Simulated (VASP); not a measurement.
# NbTe (P-6m2) in VASP: a series of runs, part 2 of 2

VASP 6.6.1.

## 8. Phonons, r2SCAN

Input file POSCAR:

```
NbTe
1.0
    3.7029743866      0.0000000000      0.0000000000
   -1.8514871933      3.2068698884      0.0000000000
    0.0000000000      0.0000000000      3.6942110000
Te Nb
1 1
Direct
    0.6666666667      0.3333333333      0.0000000000
    0.0000000000      0.0000000000      0.5000000000
```

Input file INCAR.step1:

```
SYSTEM = NbTe
PREC = Accurate
ENCUT = 600
EDIFF = 1E-8
ISMEAR = 0
SIGMA = 0.05
LREAL = .FALSE.
LASPH = .TRUE.
NELM = 80
ALGO = Normal
ISIF = 3
LWAVE = .FALSE.
LCHARG = .FALSE.
METAGGA = R2SCAN
LMIXTAU = .TRUE.
IBRION = 2
NSW = 40
EDIFFG = -0.002
```

Input file INCAR.step2:

```
SYSTEM = NbTe
PREC = Accurate
ENCUT = 600
EDIFF = 1E-8
ISMEAR = 0
SIGMA = 0.05
LREAL = .FALSE.
LASPH = .TRUE.
NELM = 80
ALGO = Normal
ISIF = 2
LWAVE = .FALSE.
LCHARG = .FALSE.
METAGGA = R2SCAN
LMIXTAU = .TRUE.
IBRION = 6
NFREE = 2
POTIM = 0.015
NSW = 1
```

Input file KPOINTS:

```
regular mesh
0
G
  6 6 5
  0 0 0
```

Potentials or basis: VASP PAW PBE potentials, release 64 (Te, Nb_sv).

Launch:

```
$ cat potpaw_PBE.64/Te/POTCAR potpaw_PBE.64/Nb_sv/POTCAR > POTCAR
$ cp INCAR.step1 INCAR
$ mpirun -np 1 vasp_std > vasp.out
$ cp CONTCAR POSCAR
$ cp INCAR.step2 INCAR
$ mpirun -np 1 vasp_std > vasp.out
```

OUTCAR:

```text
SYSTEM = NbTe
   PREC = Accurate
   ENCUT = 600
   EDIFF = 1E-8
   ISMEAR = 0
   LREAL = .FALSE.
   LASPH = .TRUE.
   NELM = 80
   ISIF = 2
   METAGGA = R2SCAN
   IBRION = 6
   NFREE = 2
   POTIM = 0.015
   NSW = 1

 ion  position               nearest neighbor table
   1  0.667  0.333  0.000-   2 2.81   2 2.81   2 2.81   2 2.81   2 2.81   2 2.81
   2  0.000  0.000  0.500-   1 2.81   1 2.81   1 2.81   1 2.81   1 2.81   1 2.81

  LATTYP: Found a hexagonal cell.
 ALAT       =     3.6828644615
 C/A-ratio  =     1.0010533106

  Lattice vectors:

 A1 = (   3.6828644615,   0.0000000000,   0.0000000000)
 A2 = (  -1.8414322307,   3.1894541824,   0.0000000000)
 A3 = (   0.0000000000,   0.0000000000,   3.6867436617)

Analysis of symmetry for initial positions (statically):
=====================================================================
 Subroutine PRICEL returns:
 Original cell was already a primitive cell.

 Routine SETGRP: Setting up the symmetry group for a
 hexagonal supercell.

 Subroutine GETGRP returns: Found 12 space group operations
 (whereof 12 operations were pure point group operations)
 out of a pool of 24 trial point group operations.

The static configuration has the point symmetry D_3h.

Analysis of symmetry for dynamics (positions and initial velocities):
=====================================================================
 Subroutine PRICEL returns:
 Original cell was already a primitive cell.

 Routine SETGRP: Setting up the symmetry group for a
 hexagonal supercell.

 Subroutine GETGRP returns: Found 12 space group operations
 (whereof 12 operations were pure point group operations)
[... 459 lines left out ...]
      3     -21.4844      2.00000
      4     -21.4844      2.00000
      5      -3.7230      2.00000
      6       7.8772      2.00000
      7       7.8772      2.00000
      8       8.1592      2.00000
      9       8.6637      2.00000
     10      11.3999      0.40968
     11      11.3999      0.40968
     12      13.8848      0.00000
     13      13.8848      0.00000
[... 354 lines left out ...]
  band No.  band energies     occupation
      1     -46.1667      2.00000
      2     -21.6866      2.00000
      3     -21.6120      2.00000
      4     -21.5343      2.00000
      5      -1.8010      2.00000
      6       4.4204      2.00000
      7       6.1898      2.00000
      8       6.7063      2.00000
      9       9.6581      2.00000
     10      11.5946      0.00000
     11      12.5822      0.00000
     12      12.8432      0.00000
     13      14.0717      0.00000

 [... further k-points ...]

------------------------ aborting loop because EDIFF is reached ----------------------------------------

  FORCE on cell =-STRESS in cart. coord.  units (eV):
  Direction    XX          YY          ZZ          XY          YZ          ZX
  --------------------------------------------------------------------------------------
  -------------------------------------------------------------------------------------
  Total        0.0055678      0.0055678      0.0050788      0.0000000      0.0000000      0.0000000
  in kB        0.2059930      0.2059930      0.1878983      0.0000000      0.0000000      0.0000000
  external PRESSURE =       0.1999614 kB  Pullay stress =       0.0000000 kB
[... 17 lines left out ...]
  FREE ENERGIE OF THE ION-ELECTRON SYSTEM (eV)
  ---------------------------------------------------
  free  energy   TOTEN  =       -50.6590880615 eV

  energy  without entropy=      -50.6555855532  energy(sigma->0) =      -50.65733681

 INTERNAL STRAIN TENSORS FROM DISPLACED ATOMS
 ============================================

 INTERNAL STRAIN TENSOR FOR ION    1 for displacements in x,y,z  (eV/Angst):
          X           Y           Z          XY          YZ          ZX
  --------------------------------------------------------------------------------
  x     0.00000     0.00000     0.00000    -5.74019     0.00000     0.00000
  y    -5.74019     5.74019     0.00000     0.00000     0.00000     0.00000
  z     0.00000     0.00000     0.00000    -0.00000     0.00000     0.00000

 INTERNAL STRAIN TENSOR FOR ION    2 for displacements in x,y,z  (eV/Angst):
          X           Y           Z          XY          YZ          ZX
  --------------------------------------------------------------------------------
  x     0.00000     0.00000     0.00000     5.73247     0.00000     0.00000
  y     5.73247    -5.73247     0.00000     0.00000     0.00000     0.00000
  z     0.00000     0.00000     0.00000     0.00000     0.00000     0.00000

 Eigenvectors and eigenvalues of the dynamical matrix
 ----------------------------------------------------

   1 f  =    6.949351 THz    43.664060 2PiTHz  231.805398 cm-1    28.740193 meV
             X         Y         Z           dx          dy          dz
      1.841432  1.063151  0.000000     0.000000    0.000000   -0.649019
      0.000000  0.000000  1.843372    -0.000000    0.000000    0.760772
[... 21 lines left out ...]
   6 f/i=    0.000907 THz     0.005696 2PiTHz    0.030240 cm-1     0.003749 meV
             X         Y         Z           dx          dy          dz
      1.841432  1.063151  0.000000    -0.000000    0.760607    0.000000
      0.000000  0.000000  1.843372     0.000000    0.649213    0.000000

 ELASTIC MODULI CONTR FROM IONIC RELAXATION (kBar)
 Direction    XX          YY          ZZ          XY          YZ          ZX
 --------------------------------------------------------------------------------
 XX        -128.1755    128.1755      0.0000      0.0000      0.0000      0.0000
 YY         128.1755   -128.1755      0.0000     -0.0000      0.0000      0.0000
 ZZ           0.0000      0.0000      0.0000      0.0000      0.0000      0.0000
 XY           0.0000     -0.0000      0.0000   -128.1755      0.0000      0.0000
 YZ           0.0000      0.0000      0.0000      0.0000      0.0000      0.0000
 ZX           0.0000      0.0000      0.0000      0.0000      0.0000      0.0000
 --------------------------------------------------------------------------------
```

OUTCAR.step1:

```text
SYSTEM = NbTe
   PREC = Accurate
   ENCUT = 600
   EDIFF = 1E-8
   ISMEAR = 0
   LREAL = .FALSE.
   LASPH = .TRUE.
   NELM = 80
   ISIF = 3
   METAGGA = R2SCAN
   IBRION = 2
   NSW = 40
[... 353 lines left out ...]
      1     -46.1796      2.00000
      2     -21.6756      2.00000
      3     -21.4845      2.00000
      4     -21.4845      2.00000
      5      -3.7230      2.00000
      6       7.8780      2.00000
      7       7.8780      2.00000
      8       8.1683      2.00000
      9       8.6540      2.00000
     10      11.4001      0.40622
     11      11.4001      0.40622
     12      13.8838      0.00000
     13      13.8838      0.00000
[... 347 lines left out ...]
  FREE ENERGIE OF THE ION-ELECTRON SYSTEM (eV)
  ---------------------------------------------------
  free  energy   TOTEN  =       -50.6603854194 eV

  energy  without entropy=      -50.6568776307  energy(sigma->0) =      -50.65863153

 reached required accuracy - stopping structural energy minimisation
```

OSZICAR.step1:

```text
N       E                     dE             d eps       ncg     rms          rms(c)
DAV:   1     0.128944690958E+03    0.12894E+03   -0.10919E+04   546   0.155E+03
DAV:   2    -0.427516320276E+02   -0.17170E+03   -0.16806E+03   651   0.472E+02
DAV:   3    -0.571777676120E+02   -0.14426E+02   -0.14176E+02  1077   0.100E+02
DAV:   4    -0.576553263144E+02   -0.47756E+00   -0.47548E+00   671   0.175E+01
[... 92 lines left out ...]
DAV:   7    -0.506603854218E+02   -0.20221E-06   -0.10646E-07   653   0.343E-03    0.265E-04
DAV:   8    -0.506603853796E+02    0.42183E-07   -0.13410E-08   445   0.125E-03    0.170E-04
DAV:   9    -0.506603854408E+02   -0.61228E-07   -0.11670E-08   303   0.128E-03    0.520E-05
DAV:  10    -0.506603854158E+02    0.25035E-07   -0.15139E-09   288   0.620E-04    0.238E-05
DAV:  11    -0.506603854194E+02   -0.36162E-08   -0.63490E-10   278   0.328E-04
   5 F= -.50660385E+02 E0= -.50658632E+02  d E =-.134733E-03
```

Run time: 10 min. Hardware: 1 thread of Intel Xeon 6975P-C (Granite Rapids), shared host; peak memory 0.25 GiB.

Results:

* Relaxed volume: 21.65 Å³/atom
* Relaxed cell: a = 3.683 Å, b = 3.683 Å, c = 3.687 Å, α = 90.00°, β = 90.00°, γ = 120.00°
* Space group after relaxing (to 0.05 Å): P-6m2 (No. 187)
* Highest phonon frequency at Γ, LO-TO splitting left out: 232 cm⁻¹

Step by step:
```tsv
step	energy change (eV)	largest force (eV/Å)	pressure (GPa)	volume (Å³)
1	0.0000	0.0000	-1.53	43.87
2	0.0031	0.0000	2.43	42.55
3	-0.0026	0.0000	0.01	43.33
4	-0.0027	0.0000	0.00	43.31
5	-0.0028	0.0000	0.00	43.31
```

Final structure:
```
CELL_PARAMETERS angstrom
3.68286 0.00000 0.00000
-1.84143 3.18945 0.00000
0.00000 0.00000 3.68674
ATOMIC_POSITIONS crystal
Te 0.66667 0.33333 0.00000
Nb 0.00000 0.00000 0.50000
```

Phonon frequencies in cm⁻¹ (negative: imaginary):
| q point | frequencies |
| --- | --- |
| (0.000, 0.000, 0.000) | 0 0 0 219 219 232 |

Caveat: the PAW data sets were made with another functional, which shifts forces and pressure a little.

## 9. Equation of state, r2SCAN

Potentials or basis: VASP PAW PBE potentials, release 64 (Te, Nb_sv).

This step only gathers the single runs of the series.

What came out:

```yaml
Equilibrium_volume: 21.65 Å³/atom
Bulk_modulus_at_fixed_shape_and_positions: 128 GPa
Pressure_derivative_of_the_bulk_modulus: 4.6
```

Energy against volume, from the lowest point:
```csv
volume (Å³/atom),energy (meV/atom)
20.618,21.19
21.057,6.46
21.496,0.00
21.934,0.94
22.373,8.49
22.812,21.94
23.250,40.64
```

Caveat: the cell was scaled at fixed shape and fractional positions, which overstates the stiffness of a crystal with free parameters, most of all of layers and chains; the PAW data sets were made with another functional, which shifts forces and pressure a little. The run has no spin-orbit coupling, so splittings on Te are missing.
